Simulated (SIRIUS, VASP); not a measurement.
This is a calculation of SiC4 for SIRIUS 7.10.0. The cell comes from a database or a generator and needn't be the stable form of this composition.

The input sirius.json:

```json
{
  "control": {
    "processing_unit": "cpu",
    "verbosity": 2,
    "num_bands_to_print": 17,
    "print_forces": true,
    "print_stress": true
  },
  "parameters": {
    "electronic_structure_method": "pseudopotential",
    "xc_functionals": ["XC_GGA_X_PBE", "XC_GGA_C_PBE"],
    "gk_cutoff": 9.1,
    "pw_cutoff": 18.2,
    "ngridk": [9, 9, 9],
    "shiftk": [0, 0, 0],
    "smearing": "fermi_dirac",
    "smearing_width": 0.0018374661,
    "num_bands": 17,
    "num_mag_dims": 0,
    "num_dft_iter": 100,
    "energy_tol": 1e-08,
    "density_tol": 1e-06
  },
  "iterative_solver": {
    "type": "davidson",
    "min_tolerance": 1e-09,
    "tolerance_scale": [0.1, 0.25]
  },
  "mixer": {
    "type": "anderson",
    "beta": 0.7,
    "max_history": 8
  },
  "settings": {
    "tol_ne": 1e-10,
    "pseudo_grid_cutoff": 6.5
  },
  "unit_cell": {
    "lattice_vectors": [
      [-4.135136500429, 4.135136500429, 4.135136500429],
      [4.135136500429, -4.135136500429, 4.135136500429],
      [4.135136500429, 4.135136500429, -4.135136500429]
    ],
    "atom_coordinate_units": "lattice",
    "atom_types": ["Si", "C"],
    "atom_files": {
      "Si": "Si.json",
      "C": "C.json"
    },
    "atoms": {
      "Si": [
        [0.0, 0.0, 0.0]
      ],
      "C": [
        [0.0, 0.0, 0.5],
        [0.0, 0.5, 0.0],
        [0.5, 0.0, 0.0],
        [0.5, 0.5, 0.5]
      ]
    }
  }
}
```

Potentials or basis: PseudoDojo 0.4.1 PBE standard (scalar relativistic).

Launch:

```bash
$ upf_to_json Si.upf
$ upf_to_json C.upf
$ OMP_NUM_THREADS=1 sirius.scf --input=sirius.json --output=out.json --task=0
```

Problem. What does the same run look like in VASP 6.6.1? Potentials or basis there: PBE PAW files C, Si, 520 eV.

Solution. As run (cutoffs and basis follow the program's own potentials, and thresholds, step limits or extra output files can differ):

The input INCAR:

```
  PREC = Accurate
  ENCUT = 520
  EDIFF = 1E-7
  ISMEAR = -1
  SIGMA = 0.05
  LREAL = False
  LASPH = True
  NELM = 80
  ALGO = Normal
  ISIF = 2
  LWAVE = False
  LCHARG = True
  GGA = PE
  LELF = True
  LVHAR = True
  NBANDS = 18
```

File KPOINTS:

```
Automatic mesh
0
Gamma
  9 9 9
```

File POSCAR:

```
SiC4
1.0
   -2.1882200000      2.1882200000      2.1882200000
    2.1882200000     -2.1882200000      2.1882200000
    2.1882200000      2.1882200000     -2.1882200000
Si C
1 4
Direct
    0.0000000000      0.0000000000      0.0000000000
    0.0000000000      0.0000000000      0.5000000000
    0.0000000000      0.5000000000      0.0000000000
    0.5000000000      0.0000000000      0.0000000000
    0.5000000000      0.5000000000      0.5000000000
```

Potentials or basis: VASP PAW PBE potentials, release 64 (Si, C).

Launch:

```bash
$ cat potpaw_PBE.64/Si/POTCAR potpaw_PBE.64/C/POTCAR > POTCAR
$ mpirun -np 1 vasp_std > vasp.out
```

Both were run:

|  | SIRIUS | VASP |
| --- | --- | --- |
| Pressure | 1.0 GPa | 0.4 GPa |

Pressure is positive in compression.
